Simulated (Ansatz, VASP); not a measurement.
# SiTe2 in two plane-wave programs

Aim: how closely do two programs agree when they are given the same cell, functional and k mesh? Of the first pair: The cell is taken from a series of runs on this material, whose earlier steps may have relaxed, scaled, displaced or heated it; both programs get it as it stands.

Program: Ansatz 0.2.0. Level of theory: plane waves, with VASP 6.6.1 beside it; PBEsol. Results are calculated unless marked as measured.

**1. The starting structure**

The cell holds 3 atoms: 1 Si and 2 Te. Cell: a = 3.680 Å, b = 3.680 Å, c = 20.000 Å, α = 90.0°, β = 90.0°, γ = 120.0°. Vacuum lies along c.

**2. VASP: single point, PBEsol, pair 1**

A single point takes one fixed geometry, so differences don't come from the geometry; what else differs is listed under the comparison.

Lines of VASP's logs that name or quote its potential files are left out, and so is its time.

INCAR reads:

```
SYSTEM = SiTe2
PREC = Accurate
ENCUT = 400
EDIFF = 1E-06
NELM = 120
ISMEAR = 0
SIGMA = 0.1
LREAL = .FALSE.
ALGO = Normal
GGA = PS
NBANDS = 14
LORBIT = 11
LWAVE = .FALSE.
LCHARG = .FALSE.
ISIF = 2
LDIPOL = .TRUE.
IDIPOL = 3
DIPOL = 0.5 0.5 0.5
LVHAR = .TRUE.
LASPH = .TRUE.
GGA_COMPAT = .FALSE.
NELMDL = -8
KPAR = 2
```

POSCAR reads:

```
SiTe2
1.0
    3.6800000000      0.0000000000      0.0000000000
   -1.8400000000      3.1869700000      0.0000000000
    0.0000000000      0.0000000000     20.0000000000
Si Te
1 2
Direct
    0.0000000000      0.0000000000      0.5000000000
    0.3333333333      0.6666666667      0.5828000000
    0.6666666667      0.3333333333      0.4172000000
```

KPOINTS reads:

```
Automatic mesh
0
Gamma
6 6 1
0 0 0
```

The projector-augmented-wave data sets are Si and Te (PBE family, release 64).

Command:

```sh
$ mpirun -np 2 vasp_std
```

Numbers of over 12 decimals in the logs are rounded to 6 here.

Log:

```text
[banner, memory and clock lines left out]
running    2 mpi-ranks, on    1 nodes
 distrk:  each k-point on    1 cores,    2 groups
 distr:  one band on    1 cores,    1 groups

 POSCAR found type information on POSCAR SiTe
 POSCAR found :  2 types and       3 ions
|                                                                             |
|               ----> ADVICE to this user running VASP <----                  |
|                                                                             |
|     You enforced a specific xc type in the INCAR file but a different       |
|     [... a line on the potential file left out ...]
|     I HOPE YOU KNOW WHAT YOU ARE DOING!                                     |
|                                                                             |

 LDA part: xc-table for (Slater+PW92), standard interpolation
 POSCAR, INCAR and KPOINTS ok, starting setup
 FFT: planning ... GRIDC
 FFT: planning ... GRID_SOFT
 FFT: planning ... GRID
 WAVECAR not read
 entering main loop
       N       E                     dE             d eps       ncg     rms          rms(c)
DAV:   1     0.908659595284E+02    0.90866E+02   -0.43666E+03   196   0.669E+02
DAV:   2    -0.512529337707E+01   -0.95991E+02   -0.87563E+02   316   0.127E+02
DAV:   3    -0.125548508629E+02   -0.74296E+01   -0.73363E+01   268   0.426E+01
DAV:   4    -0.128028239025E+02   -0.24797E+00   -0.24781E+00   270   0.925E+00
DAV:   5    -0.128110384495E+02   -0.82145E-02   -0.82143E-02   318   0.166E+00
DAV:   6    -0.128112863013E+02   -0.24785E-03   -0.24785E-03   298   0.254E-01
DAV:   7    -0.128112918728E+02   -0.55715E-05   -0.55713E-05   316   0.313E-02
DAV:   8    -0.128112920116E+02   -0.13883E-06   -0.13900E-06   238   0.470E-03    0.100E+01
DAV:   9    -0.126927067477E+02    0.11859E+00   -0.12325E-01   232   0.242E+00    0.537E+00
DAV:  10    -0.126652524190E+02    0.27454E-01   -0.69068E-02   256   0.152E+00    0.635E-01
DAV:  11    -0.126640331721E+02    0.12192E-02   -0.86213E-03   270   0.616E-01    0.336E-01
DAV:  12    -0.126639322935E+02    0.10088E-03   -0.98583E-04   284   0.185E-01    0.203E-01
DAV:  13    -0.126636325756E+02    0.29972E-03   -0.70323E-04   262   0.140E-01    0.130E-01
DAV:  14    -0.126636903345E+02   -0.57759E-04   -0.69692E-05   244   0.647E-02    0.379E-02
[...]
DAV:  18    -0.126640788515E+02   -0.56356E-04   -0.82223E-06   232   0.131E-02    0.408E-03
DAV:  19    -0.126640850533E+02   -0.62019E-05   -0.26543E-07   194   0.305E-03    0.298E-03
DAV:  20    -0.126640943799E+02   -0.93265E-05   -0.15593E-06   220   0.343E-03    0.277E-03
DAV:  21    -0.126640961858E+02   -0.18060E-05   -0.12068E-07   206   0.147E-03    0.102E-03
DAV:  22    -0.126641072411E+02   -0.11055E-04   -0.38170E-07   204   0.196E-03    0.907E-04
DAV:  23    -0.126641086347E+02   -0.13936E-05   -0.44508E-08   194   0.770E-04    0.950E-04
DAV:  24    -0.126641101341E+02   -0.14994E-05   -0.67910E-08   164   0.816E-04    0.363E-04
DAV:  25    -0.126641103383E+02   -0.20427E-06   -0.13949E-08   194   0.391E-04
   1 F= -.12664110E+02 E0= -.12660130E+02  d E =-.796132E-02
```

From OUTCAR (step 2):

```text
ion  position               nearest neighbor table
   1  0.000  0.000  0.500-   2 2.69   3 2.69   3 2.69   2 2.69   3 2.69   2 2.69
   2  0.333  0.667  0.583-   1 2.69   1 2.69   1 2.69
   3  0.667  0.333  0.417-   1 2.69   1 2.69   1 2.69

  LATTYP: Found a hexagonal cell.
 ALAT       =     3.6800000000
 C/A-ratio  =     5.4347826087

 Subroutine GETGRP returns: Found 12 space group operations
 (whereof 12 operations were pure point group operations)

The static configuration has the point symmetry D_3d.

 Found      7 irreducible k-points:

   k-points           NKPTS =      7   k-points in BZ     NKDIM =      7   number of bands    NBANDS=     14

   dimension x,y,z NGX =    24 NGY =   24 NGZ =  140
   dimension x,y,z NGXF=    48 NGYF=   48 NGZF=  280

   ENCUT  =  400.0 eV  29.40 Ry    5.42 a.u.   6.00  6.00 32.61*2*pi/ulx,y,z

   NELECT =      16.0000    total number of electrons

 k-points in reciprocal lattice and weights: Automatic mesh
   0.00000000  0.00000000  0.00000000       0.028
   0.16666667  0.00000000  0.00000000       0.167
   0.33333333  0.00000000  0.00000000       0.167
   0.50000000  0.00000000  0.00000000       0.083
   0.16666667  0.16666667  0.00000000       0.167
   0.33333333  0.16666667  0.00000000       0.333
   0.33333333  0.33333333  0.00000000       0.056

 dipolmoment           0.000000      0.000000     -0.000000 electrons x Angstroem

 average (electrostatic) potential at core
       1 -90.5244       2 -95.0297       3 -95.0297

 E-fermi :  -0.6792

 k-point     1 :       0.0000    0.0000    0.0000
  band No.  band energies     occupation
    ...
      2     -12.8596      2.00000
      3      -7.3004      2.00000
      4      -3.1968      2.00000
      5      -1.1332      2.00000
      6      -1.1332      2.00000
      7      -0.5801      0.16142
      8      -0.5801      0.16140
      9       0.8694      0.00000
     10       2.6250      0.00000
     11       2.6250      0.00000
    ...

 k-point     2 :       0.1667    0.0000    0.0000
  band No.  band energies     occupation
    ...
      3      -7.1482      2.00000
      4      -3.6874      2.00000
      5      -2.9971      2.00000
      6      -2.2318      2.00000
      7      -2.1577      2.00000
      8      -0.4846      0.00594
      9       0.9806      0.00000
     10       2.4441      0.00000
     11       3.1162      0.00000
     12       3.5157      0.00000
    ...

 k-point     3 :       0.3333    0.0000    0.0000
  band No.  band energies     occupation
    ...
      5      -4.2762      2.00000
      6      -3.1397      2.00000
      7      -2.3950      2.00000
      8      -1.0724      2.00000
      9      -0.7394      1.60606
     10       2.4889      0.00000
     11       2.6874      0.00000
     12       3.6467      0.00000
     13       3.6677      0.00000
     14       4.9385      0.00000

  Total        0.8248584      0.8248566     -0.3579862      0.0000000      0.0000000      0.0000000
  in kB        5.6342249      5.6342126     -2.4452376      0.0000000      0.0000000      0.0000000
  external PRESSURE =       2.9410666 kB  Pullay stress =       0.0000000 kB

  energy-cutoff  :      400.00
  volume of cell :      234.56
      direct lattice vectors                 reciprocal lattice vectors
     3.680000000  0.000000000  0.000000000     0.271739130  0.156888832  0.000000000
    -1.840000000  3.186970000  0.000000000     0.000000000  0.313777663  0.000000000
     0.000000000  0.000000000 20.000000000     0.000000000  0.000000000  0.050000000

 POSITION                                       TOTAL-FORCE (eV/Angst)
 -----------------------------------------------------------------------------------
      0.00000      0.00000     10.00000         0.000000      0.000000      0.000000
     -0.00000      2.12465     11.65600         0.000000      0.000000     -0.104426
      1.84000      1.06232      8.34400        -0.000000      0.000000      0.104426
 -----------------------------------------------------------------------------------
    total drift:                               -0.000000      0.000000      0.000000

  FREE ENERGIE OF THE ION-ELECTRON SYSTEM (eV)
  ---------------------------------------------------
  free  energy   TOTEN  =       -12.6641103383 eV

  energy  without entropy=      -12.6561490191  energy(sigma->0) =      -12.66012968

 vacuum level on the upper side and lower side of the slab         3.871         3.871

 total charge
# of ion       s       p       d       tot
------------------------------------------
    1        0.791   0.737   0.000   1.527
    2        1.401   1.925   0.047   3.373
    3        1.401   1.925   0.047   3.373
--------------------------------------------------
tot          3.592   4.587   0.094   8.273

[... 3 further parts left out ...]
```

The run ends at a pressure of 0.29 GPa, with forces up to 0.10 eV/Å.

**3. Ansatz: single point, PBEsol, pair 1**

Ansatz runs on its PAW soft_1 files.

The same cell, functional, mesh and smearing now go to Ansatz, which takes its cutoff from its data sets.

input.yaml reads:

```yaml
crystal:
  lattice:
    - [3.68, 0.0, 0.0]
    - [-1.84, 3.18697, 0.0]
    - [0.0, 0.0, 20.0]
  atoms:
    - { symbol: Si, position: [0.0, 0.0, 0.5] }
    - { symbol: Te, position: [0.333333, 0.666667, 0.5828] }
    - { symbol: Te, position: [0.666667, 0.333333, 0.4172] }
  periodic: [true, true, false]
kpoints:
  mp_grid: { grid: [6, 6, 1] }
hamiltonian:
  xc: pbesol
  pseudopotentials: { kind: paw, azcp: { folder: soft_1 }, xc_functional: pbe }
scf:
  occupations: { method: gaussian, width: 0.1 }
output:
  forces: true
  stress: true
  eigenvalues: true
```

Command:

```sh
$ ansatz run input.yaml --threads 8 --pin off --max-ram 16384MiB --backend cpu --events-out ev --progress --plain --runs-dir out
```

Log:

```text
Warning: crystal.periodic: the lattice vector that does not repeat stood 0.000° off the slab's normal, 20.000 Å along it as the deck builds it. The run solves the slab on a vector along the normal, 30.424 Å long, with every atom where it was (on the deck's vector they left 16.69 Å outside them, and the widest stretch free of ions among them is 1.66 Å). A fractional position that the run reports is one of the run's ce [...]
Warning: the atoms were moved onto the symmetric positions of the space group found under crystal.symmetry.tolerance 1.0e-5 (fractional; no operation is sought that the atoms, as they stand in a round, miss by more than twice it, and no atom is moved by as much as it), and the run uses the moved positions. Before a round's move an operation carried an atom to 3.68e-6 Å from where it should land, the largest such dist [...]
crystal.periodic: the lattice vector that does not repeat stood 0.000° off the slab's normal, 20.000 Å along it as the deck builds it. The run solves the slab on a vector along the normal, 30.424 Å long, with every atom where it was (on the deck's vector they left 16.69 Å outside them, and the widest stretch free of ions among them is 1.66 Å). A fractional position that the run reports is one of the run's cell, which [...]
Engine: ansatz 0.2.0, aarch64-unknown-linux-gnu
Pseudopotentials: kind: paw
Pseudopotential: Si, paw, valence charge 4, recommended cutoff 420 eV (normal), soft_1/Si.paw.azcp
Pseudopotential: Te, paw, valence charge 16, recommended cutoff 420 eV (normal), soft_1/Te.paw.azcp
Functional definition: PBEsol
  exchange = pbesol_x
  correlation = pbesol_c
Crystal: 3 atoms, lattice volume = 356.814 Å³
Basis set: ecut = 420 eV, 6989 PW (Γ), exchange–correlation on 50×50×432 points (8 copies of the dense FFT grid, shifted against one another)
Bands: 22, of which v1, the nominal top of the filled ones, is band 18 counted from 1 (17 counted from 0)
Symmetry: 12 space group operations
Space group: P-3m1 (ITA 164), of the structure as read, at distance tolerance 7.1e-5 Å
k-points: 7 of 36
Non-local potential: Si, projectors of the file, l = 0: 2, l = 1: 2, l = 2: 1
Non-local potential: Te, projectors of the file, l = 0: 2, l = 1: 2, l = 2: 2, l = 3: 1
PAW form: soft (Blöchl's): semilocal exchange-correlation on the pseudo side does not see the compensation charge
PAW frozen core: Si, regenerated for the run's functional, and the local potential with it (the file was generated under x = pbe(κ = 0.804, μ = 0.219515), c = pbe(β = 0.066725))
PAW frozen core: Te, regenerated for the run's functional, and the local potential with it (the file was generated under x = pbe(κ = 0.804, μ = 0.219515), c = pbe(β = 0.066725))
PAW one-centre angular grid: Si, 110 points (default); XC on 64 Gauss nodes
PAW one-centre angular grid: Te, 590 points (default); XC on 64 Gauss nodes
Initial density: superposition of atomic densities (neutral atoms: chi_scale 0, normalization atom)
Initial wavefunctions: pseudopotential atomic-orbital guess
Functional: x = pbesol(κ = 0.804, μ = 0.123457), c = pbesol(β = 0.046)
iter 1 solved again at ethr=1.98e-3 eV; its pass at ethr=3.10e-3 eV (dr2=7.14e-1 eV) is discarded
SCF iter   1: F=—  HF=-14424.716165 eV  |F-HF|=—  |Δ(HF+E_count)|=         —  Δρ=9.62e-3  dr2=7.45e-1  ethr=1.98e-3  ⟨swp⟩=1.9  Hψ=1574  notcnv=0
preconditioner: auto → LDOS  [insulator: Δε(μ)=0.142 eV  Ē_g=8.641 eV  σ=0.100 eV  W_gap=0.68  n_scr=18 (ndim 8)  ℏωp=7.9 eV  f_vac=0.743  D(μ)=1.66/eV (n_scr^D=8)  ε∞_Penn≈1.8  β→1.0]
SCF iter   2: F=—  HF=-14424.597567 eV  |F-HF|=—  |Δ(HF+E_count)|=   1.19e-1  Δρ=3.73e-3  dr2=1.36e-1  ethr=1.98e-3  ⟨swp⟩=4.9  Hψ=389  notcnv=0
SCF iter   3: F=—  HF=-14424.572795 eV  |F-HF|=—  |Δ(HF+E_count)|=   2.48e-2  Δρ=1.60e-3  dr2=1.90e-2  ethr=3.78e-4  ⟨swp⟩=4.1  Hψ=447  notcnv=0
SCF iter   4: F=—  HF=-14424.568333 eV  |F-HF|=—  |Δ(HF+E_count)|=   4.46e-3  Δρ=2.87e-4  dr2=7.38e-4  ethr=5.27e-5  ⟨swp⟩=3.6  Hψ=337  notcnv=0
SCF iter   5: F=—  HF=-14424.568243 eV  |F-HF|=—  |Δ(HF+E_count)|=   8.98e-5  Δρ=7.92e-5  dr2=3.99e-5  ethr=2.05e-6  ⟨swp⟩=3.6  Hψ=325  notcnv=0
SCF iter   6: F=—  HF=-14424.568271 eV  |F-HF|=—  |Δ(HF+E_count)|=   2.84e-5  Δρ=1.84e-5  dr2=1.60e-6  ethr=1.11e-7  ⟨swp⟩=3.3  Hψ=346  notcnv=0
SCF iter   7: F=-14424.568272 eV  HF=-14424.568272 eV  |F-HF|=5.15e-8  |Δ(HF+E_count)|=   3.38e-7  Δρ=3.54e-6  dr2=4.56e-8  ethr=2.78e-10  ⟨swp⟩=11.4  Hψ=1225  notcnv=0
SCF 1 converged in 7 iterations: F = -14424.568272 eV  dr2 = 4.56e-8
  greatest PAW one-centre occupation: 0.998 electrons in one spin orbital (limit 2), on the Te atom at site 2 (counted from 0), in its partial waves of l = 2
SCF converged after 7 iterations
Free energy (F): -14424.568272 eV
Harris-Foulkes:  -14424.568272 eV  (|F-HF|=5.15e-8)
Internal energy: -14424.560286 eV  (E = F + TS)
E sigma→0 (E₀):  -14424.564279 eV
Entropy (-TS):   -0.007986 eV (-2.662 meV/atom)
Fermi energy:    -4.545928 eV
--- Per-component energies (eV) ---
  E_band       = -990.075717
  E_kinetic    = 387.356456
  E_local      = -60357.450310  (includes V_loc(G=0)·N_el)
  E_nonlocal   = 158.204770
  E_hartree    = 29933.689823
  E_xc         = -299.863442
  E_vxc        = -252.722494  (∫ρ·V_xc dr)
  E_paw        = -9683.916888  (= ΣΔE_a)
  E_vpaw       = -792.835417  (= ΣTr[D̂ρ^β])
  E_aug_tail   = 0.000213  (compensation charges beyond the density's cutoff)
  E_ewald      = 25436.637910
  E_core_change = 0.781183  (= ΣΔE_core)
  E_smearing   = -0.007986  (= −TS)
  E_closure    = 0.000000  (closes the sum)
  Σ components = -14424.568272   (vs F -14424.568272, Δ=0.00e0)
--- Forces (eV/Å), atoms counted from 1 ---
  atom   1  Si     0.00000000    -0.00000000     0.00000000
  atom   2  Te    -0.00000000    -0.00000000    -0.13782033
  atom   3  Te     0.00000000     0.00000000     0.13782033
  max |Σ_I F_I| component: 5.78e-19 eV/Å
--- 2D stress c σ (N/m, compression-positive) ---
        1.044373       0.000000       0.000000
       -0.000000       1.044373       0.000000
        0.000000       0.000000       0.000000
  P = ½ c Tr σ = 1.0444 N/m
--- Band table (eV; the first three rows and the last of 7) ---
  k-point 0: bands = [... 14 lower, -4.9973, -4.9973, -4.4465, -4.4465, -2.9956, -1.2406, -1.2406, -1.2317]
  k-point 1: bands = [... 14 lower, -6.8719, -6.0945, -6.0188, -4.3539, -2.8884, -1.4216 (-1.4216°), -0.7491, -0.3484]
  k-point 2: bands = [... 14 lower, -8.1422, -6.9992, -6.2676, -4.9407, -4.6062, -1.3668, -1.1689, -0.2200]
  k-point 6: bands = [... 14 lower, -9.4238, -9.3391, -6.3961, -6.3961, -4.3381, -0.8456, -0.8456, -0.2836]
  ° read free of the cell's end (the report's vacuum.weakly_bound_levels)
```

**4. Comparison**

Known differences besides the potentials themselves: Ansatz cuts the interaction across the vacuum, VASP repeats the sheet with a dipole correction (LDIPOL); the data sets hold 36 valence electrons in Ansatz (on its PAW soft_1 files) and 16 in VASP; the cutoff is 420 eV in Ansatz and 400 eV in VASP; Ansatz makes its cores anew for this functional, VASP keeps those of its PBE data sets. Total energies have different zeros and are not compared.

Forces (eV/Å; atoms numbered as in POSCAR):

```csv
atom,"Ansatz x, y, z","VASP x, y, z"
Si1,"0.000, 0.000, 0.000","0.000, 0.000, 0.000"
Te2,"0.000, 0.000, -0.138","0.000, 0.000, -0.104"
Te3,"0.000, 0.000, 0.138","0.000, 0.000, 0.104"
```

The forces differ by 16 meV/Å r.m.s., which is 32.0 % of the r.m.s. force of 0.049 eV/Å (both taken over all components). Where the cell holds vacuum, a pressure given here is an average over it and none of the material.

**5. Other set-ups**

Further runs change the set-up of one program: Ansatz's method, potentials or start, or VASP's data sets, cutoff or form of LDA. The table gives that difference for each run.

```csv
run,r.m.s. force difference (meV/Å)
as above,16
VASP with the data sets Si_sv_GW and Te and a cutoff of 720 eV,16
```

**6. Ansatz: relaxation, PBEsol**

The two programs are compared at the cell with which this relaxation starts, whose forces are those of its first step.

The structure compared here is the start of the Ansatz relaxation; VASP solves that cell, so the two are compared at the walk's first step.

input.yaml, the sections that differ from step 3:

```yaml
crystal:
  lattice:
    - [3.6274177137, 0.0, 0.0]
    - [-1.8137088568, 3.1414358902, 0.0]
    - [0.0, 0.0, 30.424]
  atoms:
    - { symbol: Si, position: [0.0, 0.0, 0.328687878] }
    - { symbol: Te, position: [0.3333333333, 0.6666666667, 0.3824302711] }
    - { symbol: Te, position: [0.6666666667, 0.3333333333, 0.2749454849] }
  periodic: [true, true, false]
kpoints:
  mp_grid: { grid: [15, 15, 1] }
scf:
  occupations: { method: methfessel_paxton, width: 0.2 }
relax:
  adjacent_minimum: "off"
  f_tol: 0.001
  max_steps: 60
# hamiltonian, output: as in step 3
```

Log:

```text
[...]
--- Relaxed structure (4 steps of the walk, 3 accepted, 0 SCFs on fresh bases) ---
  F+E_penalty+E_count = -14424.49454998 eV   max|allowed force component| = 2.049e-4 eV/Å
  cell:  # Å, volume = 346.6906 Å³
    - [3.627418, -2.886744796552402e-11, 0.0]
    - [-1.813709, 3.141436, 0.0]
    - [0.0, 0.0, 30.424]
  atoms:
    - { symbol: Si, position: [0, 0, 0.328688] }
    - { symbol: Te, position: [0.333333, 0.666667, 0.382757] }
    - { symbol: Te, position: [0.666667, 0.333333, 0.274618] }
[key lines of the parts left out:]
SCF converged after 3 iterations
Free energy (F): -14424.494550 eV
Fermi energy:    -4.526335 eV
P = ½ c Tr σ = 3.3989 N/m
```

(Part 1 of 2 ends here.)

[Lines on the potential files, build, host, timing and source positions are cut from VASP's logs without a mark.]

[Logs are printed without paths, hosts, clocks, repeated set-up lines and the standing remarks that a program may print on its own settings, such as how far it seeks lower states.]

[Hosts, paths, dates, database ids (printed as entryN), source tags and the programs' standing remarks are cut or masked in the printed files.]
